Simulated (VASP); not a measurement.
OSZICAR of a VASP run on CdZn3S4 (ordered alloy cell):

OSZICAR:
```
       N       E                     dE             d eps       ncg     rms          rms(c)
DAV:   1     0.547921763121E+03    0.54792E+03   -0.29041E+04  2838   0.159E+03
DAV:   2     0.346994943784E+02   -0.51322E+03   -0.49871E+03  2937   0.399E+02
DAV:   3    -0.286838078961E+02   -0.63383E+02   -0.62823E+02  3143   0.141E+02
DAV:   4    -0.311011018756E+02   -0.24173E+01   -0.24087E+01  3393   0.277E+01
DAV:   5    -0.311427055496E+02   -0.41604E-01   -0.41573E-01  3342   0.378E+00    0.153E+01
DAV:   6    -0.293425664412E+02    0.18001E+01   -0.40461E+00  4126   0.439E+01    0.114E+01
DAV:   7    -0.294769661635E+02   -0.13440E+00   -0.49369E+00  3206   0.106E+01    0.524E+00
DAV:   8    -0.293954241797E+02    0.81542E-01   -0.47165E-01  3533   0.629E+00    0.153E+00
DAV:   9    -0.293960172377E+02   -0.59306E-03   -0.64241E-02  3500   0.224E+00    0.279E-01
DAV:  10    -0.293962700088E+02   -0.25277E-03   -0.25792E-03  3399   0.510E-01    0.187E-01
DAV:  11    -0.293964637793E+02   -0.19377E-03   -0.48475E-04  3348   0.400E-01    0.654E-02
DAV:  12    -0.293964756467E+02   -0.11867E-04   -0.17896E-04  3323   0.265E-01    0.205E-02
DAV:  13    -0.293964797983E+02   -0.41516E-05   -0.42768E-05  3585   0.701E-02    0.114E-02
DAV:  14    -0.293964795873E+02    0.21097E-06   -0.94816E-06  3558   0.316E-02    0.427E-03
DAV:  15    -0.293964799010E+02   -0.31368E-06   -0.12532E-06  3377   0.106E-02    0.219E-03
DAV:  16    -0.293964798774E+02    0.23542E-07   -0.24969E-07  2395   0.667E-03
   1 F= -.29396480E+02 E0= -.29396480E+02  d E =0.000000E+00
```

Problem. Which electronic solver shows in the log?

Solution. It is blocked Davidson (ALGO = Normal, or the opening steps of other solvers). The INCAR had ALGO = Normal.

Problem. Can the final energy be trusted as converged?

Solution. The calculation finished and met its thresholds. It stopped with EDIFF = 1E-7, NELM = 100 (PBEsol GGA, plane waves, VASP's PBE PAW potentials (set 64)).

The structure was generated: CdZn3S4 was put into an ordered model structure (Amm2), which need not be its known phase. It was relaxed first.
